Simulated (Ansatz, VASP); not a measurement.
**Cross-check of Al2O3 between VASP and Ansatz**

Aim: how closely do two programs agree when they are given the same cell, functional and k mesh? The structure shown is frame 474 of Ansatz's trajectory.

Program: Ansatz 0.2.0. Level of theory: plane waves, with VASP 6.6.1 beside it; single point at PBEsol. Results are calculated unless marked as measured.

### 1. The structure

The cell holds 75 atoms: 30 Al and 45 O. Cell: a = 9.543 Å, b = 9.543 Å, c = 9.543 Å, α = 90.0°, β = 90.0°, γ = 90.0°. As first built, before any earlier steps moved the atoms (in the runner's words): 75 atoms (30 Al, 45 O) placed at random at 2.92 g/cm^3, melted at 3360 K for 5 ps at fixed volume with the Morse and Coulomb pair potential with partial charges (Pedone, Malavasi, Menziani, Cormack and Segre, J. Phys. Chem. B 110, 11780 (2006)). Snapshot at the end of a hold of 8 ps at 2400 K and fixed volume.

### 2. Ansatz: dynamics, PBEsol

Ansatz runs on its default PAW (the set named soft_2) files.

One frame of this run of dynamics is then solved in both programs, so the motion causes no difference.

File input.yaml:

```yaml
crystal:
  lattice:
    - [9.5429, 0.0, 0.0]
    - [0.0, 9.5429, 0.0]
    - [0.0, 0.0, 9.5429]
  atoms:
    - { symbol: Al, position: [0.40079, 0.82568, 0.0993] }
    - { symbol: Al, position: [0.54951, 0.05436, 0.02134] }
    - { symbol: Al, position: [0.14593, 0.99892, 0.58559] }
    - { symbol: Al, position: [0.52289, 0.51563, 0.12324] }
    - { symbol: Al, position: [0.37154, 0.49082, 0.59575] }
    - { symbol: Al, position: [0.92655, 0.05387, 0.84861] }
    - { symbol: Al, position: [0.19286, 0.5946, 0.3507] }
    - { symbol: Al, position: [0.6321, 0.04715, 0.52839] }
    - { symbol: Al, position: [0.77118, 0.66344, 0.08078] }
    - { symbol: Al, position: [0.22782, 0.56547, 0.00335] }
    - { symbol: Al, position: [0.41174, 0.8026, 0.54996] }
    - { symbol: Al, position: [0.39224, 0.04343, 0.71882] }
    - { symbol: Al, position: [0.12748, 0.31581, 0.12397] }
    - { symbol: Al, position: [0.06025, 0.87751, 0.09974] }
    - { symbol: Al, position: [0.42262, 0.32537, 0.33995] }
    - { symbol: Al, position: [0.61558, 0.78766, 0.83141] }
    - { symbol: Al, position: [0.72638, 0.31831, 0.97804] }
    - { symbol: Al, position: [0.9024, 0.50765, 0.25954] }
    - { symbol: Al, position: [0.00107, 0.40234, 0.8549] }
    - { symbol: Al, position: [0.77979, 0.31926, 0.53224] }
    - { symbol: Al, position: [0.00825, 0.06382, 0.29742] }
    - { symbol: Al, position: [0.63998, 0.58901, 0.39063] }
    - { symbol: Al, position: [0.37135, 0.01678, 0.31163] }
    - { symbol: Al, position: [0.15084, 0.8032, 0.82501] }
    - { symbol: Al, position: [0.40719, 0.33531, 0.84045] }
    - { symbol: Al, position: [0.77953, 0.81719, 0.36526] }
    - { symbol: Al, position: [0.63159, 0.51737, 0.72277] }
    - { symbol: Al, position: [0.87746, 0.9644, 0.60753] }
    - { symbol: Al, position: [0.12615, 0.3048, 0.53022] }
    - { symbol: Al, position: [0.92059, 0.65425, 0.60642] }
    - { symbol: O, position: [0.36952, 0.46289, 0.05596] }
    - { symbol: O, position: [0.03603, 0.95457, 0.4501] }
    - { symbol: O, position: [0.038, 0.6726, 0.72691] }
    - { symbol: O, position: [0.09689, 0.45983, 0.96539] }
    - { symbol: O, position: [0.76802, 0.97217, 0.7719] }
    - { symbol: O, position: [0.32358, 0.93783, 0.44754] }
    - { symbol: O, position: [0.74211, 0.00303, 0.39226] }
    - { symbol: O, position: [0.04751, 0.42911, 0.22022] }
    - { symbol: O, position: [0.53432, 0.48719, 0.31286] }
    - { symbol: O, position: [0.03654, 0.35796, 0.6712] }
    - { symbol: O, position: [0.45035, 0.97692, 0.16649] }
    - { symbol: O, position: [0.58104, 0.6731, 0.70292] }
    - { symbol: O, position: [0.04107, 0.91582, 0.92488] }
    - { symbol: O, position: [0.78065, 0.47185, 0.06177] }
    - { symbol: O, position: [0.26735, 0.88979, 0.7079] }
    - { symbol: O, position: [0.516, 0.16422, 0.41294] }
    - { symbol: O, position: [0.29176, 0.26986, 0.22351] }
    - { symbol: O, position: [0.92367, 0.05098, 0.15668] }
    - { symbol: O, position: [0.78097, 0.43845, 0.39231] }
    - { symbol: O, position: [0.28954, 0.42408, 0.44289] }
    - { symbol: O, position: [0.75904, 0.6572, 0.27061] }
    - { symbol: O, position: [0.52745, 0.95712, 0.63051] }
    - { symbol: O, position: [0.18241, 0.95783, 0.17103] }
    - { symbol: O, position: [0.79598, 0.47545, 0.65537] }
    - { symbol: O, position: [0.00415, 0.03988, 0.69111] }
    - { symbol: O, position: [0.51979, 0.8825, 0.93008] }
    - { symbol: O, position: [0.2645, 0.73524, 0.94895] }
    - { symbol: O, position: [0.5736, 0.42185, 0.87818] }
    - { symbol: O, position: [0.30634, 0.47428, 0.76197] }
    - { symbol: O, position: [0.60965, 0.75062, 0.41031] }
    - { symbol: O, position: [0.24263, 0.1589, 0.60651] }
    - { symbol: O, position: [0.84271, 0.79616, 0.55196] }
    - { symbol: O, position: [0.03497, 0.21527, 0.39876] }
    - { symbol: O, position: [0.42468, 0.13918, 0.86508] }
    - { symbol: O, position: [0.55342, 0.67896, 0.10314] }
    - { symbol: O, position: [0.61914, 0.20533, 0.06676] }
    - { symbol: O, position: [0.13954, 0.21671, 0.95544] }
    - { symbol: O, position: [0.94434, 0.75809, 0.13535] }
    - { symbol: O, position: [0.74724, 0.67178, 0.88645] }
    - { symbol: O, position: [0.51933, 0.42225, 0.63479] }
    - { symbol: O, position: [0.76023, 0.15691, 0.58932] }
    - { symbol: O, position: [0.04479, 0.60054, 0.44871] }
    - { symbol: O, position: [0.24528, 0.70256, 0.21432] }
    - { symbol: O, position: [0.37021, 0.63538, 0.5076] }
    - { symbol: O, position: [0.86249, 0.26464, 0.87993] }
kpoints:
  mp_grid: { grid: [1, 1, 1] }
hamiltonian:
  xc: pbesol
scf:
  occupations: { method: fermi_dirac, width: 0.207 }
output:
  forces: true
  stress: true
md:
  timestep: 2.0
  n_steps: 1400
  ensemble: nvt_nose_hoover
  temperature: 2400
  initial_velocities: maxwell_boltzmann
  seed: 7
```

Started as:

```console
> ansatz run input.yaml --threads 4 --pin off --max-ram 15360MiB --backend cpu --events-out ev --progress --plain --runs-dir out
```

Numbers of over 12 decimals in the logs are rounded to 6 here.

Log:

```text
Warning: md: disabling space-group detection — thermal motion breaks the input geometry's symmetry, so no spatial operation reduces the k-mesh or symmetrises the density; time reversal is kept, so that k and −k are solved as one point where they differ and the mesh holds both, and exact exchange and, on two spinor components, a DFT+U term hold to it where the run has them: on two components no moment then forms, and  [...]
Warning: output.stress: scf.convergence.dr2_threshold = 7.5e-8 eV (the default of an md: trajectory) is looser than the 7.5e-9 eV advised for a printed stress (1e-10 eV for each atom of the cell: 75). What an SCF threshold leaves in a stress goes as its square root, and in the free energy as the threshold itself, and one threshold admits the most on a small cell: [figures from the program's tests cut] Set scf.converg [...]
band count auto-derived: 266 (N_el = 360.0; filled up to band 180; 255 by the electrons, moments and atoms)
Engine: ansatz 0.2.0, aarch64-unknown-linux-gnu
Pseudopotentials: kind: paw
Pseudopotential: Al, paw, valence charge 3, recommended cutoff 420 eV (normal), Al.paw.azcp
Pseudopotential: O, paw, valence charge 6, recommended cutoff 420 eV (normal), O.paw.azcp
Functional definition: PBEsol
  exchange = pbesol_x
  correlation = pbesol_c
Crystal: 75 atoms, lattice volume = 869.043 Å³
Basis set: ecut = 420 eV, 17071 PW (Γ), exchange–correlation on 128×128×128 points (8 copies of the dense FFT grid, shifted against one another)
Bands: 266, of which v1, the nominal top of the filled ones, is band 180 counted from 1 (179 counted from 0)
Symmetry: 1 space group operations
k-points: 1
Non-local potential: Al, projectors of the file, l = 0: 2, l = 1: 2, l = 2: 1
Non-local potential: O, projectors of the file, l = 0: 2, l = 1: 2, l = 2: 1
PAW form: soft (Blöchl's): semilocal exchange-correlation on the pseudo side does not see the compensation charge
PAW frozen core: Al, regenerated for the run's functional, and the local potential with it (the file was generated under x = pbe(κ = 0.804, μ = 0.219515), c = pbe(β = 0.066725))
PAW frozen core: O, regenerated for the run's functional, and the local potential with it (the file was generated under x = pbe(κ = 0.804, μ = 0.219515), c = pbe(β = 0.066725))
PAW one-centre angular grid: Al, 110 points (default); XC on 64 Gauss nodes
PAW one-centre angular grid: O, 110 points (default); XC on 64 Gauss nodes
Initial density: superposition of atomic densities (neutral atoms: chi_scale 0, normalization atom), corrected by the library's trained network
Initial wavefunctions: pseudopotential atomic-orbital guess
Functional: x = pbesol(κ = 0.804, μ = 0.123457), c = pbesol(β = 0.046)
SCF iter   1: F=—  HF=-41035.498535 eV  |F-HF|=—  |Δ(HF+E_count)|=         —  Δρ=1.33e-2  dr2=1.33e0  ethr=1.77e-3  ⟨swp⟩=5.0  Hψ=1134  notcnv=0  defer=36
preconditioner: auto → LDOS  [insulator: Δε(μ)=0.807 eV  Ē_g=14.735 eV  σ=0.207 eV  W_gap=0.75  n_scr=178 (ndim 8)  ℏωp=23.9 eV  f_vac=0.027  D(μ)=2.32/eV (n_scr^D=6)  ε∞_Penn≈3.6  β→1.0]
SCF iter   2: F=—  HF=-41036.076138 eV  |F-HF|=—  |Δ(HF+E_count)|=   5.78e-1  Δρ=2.19e-2  dr2=3.24e0  ethr=3.71e-4  ⟨swp⟩=2.0  Hψ=528  notcnv=0  defer=44  recentre
preconditioner: auto → Resta (q_TF=auto, 2.356 Å⁻¹)  ε∞=3.5  [insulator: Δε(μ)=0.904 eV  Ē_g=15.007 eV  σ=0.207 eV  W_gap=0.80  n_scr=178 (ndim 8)  ℏωp=23.9 eV  f_vac=0.026  D(μ)=1.91/eV (n_scr^D=0)  ε∞_Penn≈3.5  β→0.5]
SCF iter   3: F=—  HF=-41035.144591 eV  |F-HF|=—  |Δ(HF+E_count)|=   9.32e-1  Δρ=2.41e-3  dr2=6.33e-2  ethr=3.71e-4  ⟨swp⟩=2.0  Hψ=444  notcnv=0  defer=44
SCF iter   4: F=—  HF=-41035.138813 eV  |F-HF|=—  |Δ(HF+E_count)|=   5.78e-3  Δρ=1.12e-3  dr2=8.66e-3  ethr=1.76e-5  ⟨swp⟩=2.0  Hψ=442  notcnv=0  defer=36
SCF iter   5: F=—  HF=-41035.139609 eV  |F-HF|=—  |Δ(HF+E_count)|=   7.96e-4  Δρ=3.66e-4  dr2=1.08e-3  ethr=2.41e-6  ⟨swp⟩=2.0  Hψ=359  notcnv=0  defer=36
[...]
md step  1360: t =  2720.00 fs  T =  2542.5 K  F+E_penalty+E_count = -41046.85803810 eV  E_kin = 24.319288 eV  conserved = -41012.27557063 eV  P_inst = 0.9377 GPa  (11 SCF iters)
md step  1364: t =  2728.00 fs  T =  2475.6 K  F+E_penalty+E_count = -41046.54628507 eV  E_kin = 23.679715 eV  conserved = -41012.28977528 eV  P_inst = 1.3689 GPa  (6 SCF iters)
md step  1368: t =  2736.00 fs  T =  2306.7 K  F+E_penalty+E_count = -41045.21770858 eV  E_kin = 22.064357 eV  conserved = -41012.25329132 eV  P_inst = 0.4387 GPa  (8 SCF iters)
md step  1372: t =  2744.00 fs  T =  2263.8 K  F+E_penalty+E_count = -41045.13620346 eV  E_kin = 21.653704 eV  conserved = -41012.27798891 eV  P_inst = -0.3562 GPa  (7 SCF iters)
md step  1376: t =  2752.00 fs  T =  2357.9 K  F+E_penalty+E_count = -41046.33978844 eV  E_kin = 22.553530 eV  conserved = -41012.28605188 eV  P_inst = 0.1238 GPa  (7 SCF iters)
md step  1380: t =  2760.00 fs  T =  2466.9 K  F+E_penalty+E_count = -41047.69998329 eV  E_kin = 23.596847 eV  conserved = -41012.28942719 eV  P_inst = 1.0388 GPa  (10 SCF iters)
md step  1384: t =  2768.00 fs  T =  2379.9 K  F+E_penalty+E_count = -41047.17233274 eV  E_kin = 22.764140 eV  conserved = -41012.27321669 eV  P_inst = 1.1626 GPa  (6 SCF iters)
md step  1388: t =  2776.00 fs  T =  2383.6 K  F+E_penalty+E_count = -41047.54889116 eV  E_kin = 22.799932 eV  conserved = -41012.30039200 eV  P_inst = 0.3483 GPa  (11 SCF iters)
md step  1392: t =  2784.00 fs  T =  2293.2 K  F+E_penalty+E_count = -41046.96546607 eV  E_kin = 21.935181 eV  conserved = -41012.27956435 eV  P_inst = 0.4067 GPa  (7 SCF iters)
md step  1396: t =  2792.00 fs  T =  2206.9 K  F+E_penalty+E_count = -41046.41178778 eV  E_kin = 21.109594 eV  conserved = -41012.27159154 eV  P_inst = 1.3603 GPa  (7 SCF iters)
[...]
md step  1400: t =  2800.00 fs  T =  2355.7 K  F+E_penalty+E_count = -41048.10206053 eV  E_kin = 22.533071 eV  conserved = -41012.28244411 eV  P_inst = 1.4663 GPa  (10 SCF iters)
SCF converged after 10 iterations
Free energy (F): -41048.102061 eV
Harris-Foulkes:  -41048.102060 eV  (|F-HF|=4.78e-8)
Internal energy: -41047.880672 eV  (E = F + TS)
E sigma→0 (E₀):  -41047.991366 eV
Entropy (-TS):   -0.221388 eV (-2.952 meV/atom)
Fermi energy:    6.454401 eV
--- Per-component energies (eV) ---
  E_band       = -727.683757
  E_kinetic    = 8713.802179
  E_local      = -20181.431762  (includes V_loc(G=0)·N_el)
  E_nonlocal   = 2464.854468
  E_hartree    = 7569.461601
  E_xc         = -4493.290330
  E_vxc        = -5125.209369  (∫ρ·V_xc dr)
  E_paw        = -20518.709157  (= ΣΔE_a)
  E_vpaw       = -1738.734094  (= ΣTr[D̂ρ^β])
  E_aug_tail   = 0.112090  (compensation charges beyond the density's cutoff)
  E_ewald      = -14604.841888
  E_core_change = 2.162127  (= ΣΔE_core)
  E_smearing   = -0.221388  (= −TS)
  E_closure    = 0.000000  (closes the sum)
  Σ components = -41048.102061   (vs F -41048.102061, Δ=0.00e0)
--- Forces (eV/Å), atoms counted from 1 ---
  atom   1  Al    -1.43569648    -2.94162939     2.82369332
  atom   2  Al     2.63550454     5.94947693     0.70820409
  atom   3  Al    -3.58849251    -1.53980687    -0.31010129
  atom   4  Al     1.02469143    -0.03331157    -0.59697200
  atom   5  Al    -0.95030516     4.04701238     2.78825851
  atom   6  Al    -3.39099453     1.89833945    -2.48346080
  atom   7  Al    -0.85312358    -2.85174327     0.56595844
  atom   8  Al     5.51678959     1.29391013    -1.60565795
  atom   9  Al    -1.81692594     0.18595832    -5.25429337
  atom  10  Al     3.71373023     1.96426538     2.49872200
  atom  11  Al    -0.37263440     0.58428517     1.52832473
  atom  12  Al     2.91054130    -0.46367089    -0.46916422
  atom  13  Al     0.92970622     3.80650023    -3.05767625
  atom  14  Al     1.42515839    -0.73193780     1.38924649
  atom  15  Al     2.37845582    -1.68813838    -1.20117437
  atom  16  Al     1.72916282     0.01781767     0.18502713
  atom  17  Al     0.26276441    -0.18418365    -2.45243285
  atom  18  Al    -4.32912105    -3.66812607    -2.33350534
  atom  19  Al    -3.46495529     3.68187593    -2.16343304
  atom  20  Al    -3.77306029     0.69388538     2.37814543
  atom  21  Al    -0.69781679    -2.39266878     0.61660467
  atom  22  Al     1.42825912     1.85367967     2.51635919
  atom  23  Al    -1.67871118     0.73900484    -1.34523175
  atom  24  Al     0.73420279    -4.54423765     1.34996510
[...]
atom  68  O     -0.69505456    -2.29517376    -0.21927506
  atom  69  O      1.69663968    -1.01001063    -0.80872206
  atom  70  O      0.12380730    -0.55620990    -1.57723879
  atom  71  O      0.64778106     0.70808975    -1.42348205
  atom  72  O      1.67300316     2.72552106    -0.64119991
  atom  73  O     -1.76800035    -1.08353867     0.08991248
  atom  74  O      0.53394237     1.89899043    -2.06191454
  atom  75  O      1.82969187    -0.43705016     0.37393519
  max |Σ_I F_I| component: 9.42e-5 eV/Å
--- Stress (GPa, compression-positive) ---
       -5.527502       0.593940       0.116025
        0.593938      -0.051989      -0.577568
        0.116031      -0.577584       1.557634
  P = ⅓ Tr σ = -1.3406 GPa (-13.406 kbar)
--- MD trajectory: 1400 steps, t = 0.0 → 2800.0 fs ---
  final state: T = 2355.7 K   F+E_penalty+E_count = -41048.10206053 eV   E_kin = 22.533071 eV
  conserved energy: peak-to-peak 2.263e-1 eV (3.017e-3 eV/atom) over 2800.0 fs
```

Reading the cycles: dr2 is the Hartree energy of the density residual (eV), the measure of convergence; HF is the Harris–Foulkes estimate of the energy, which meets the free energy F at convergence.

[end of part 1 of 2]

[Lines on the potential files, build, host, timing and source positions are cut from VASP's logs without a mark.]

[Logs are printed without paths, hosts, clocks, repeated set-up lines and the standing remarks that a program may print on its own settings, such as how far it seeks lower states.]

[Hosts, paths, dates, database ids (printed as entryN), source tags and the programs' standing remarks are cut or masked in the printed files.]
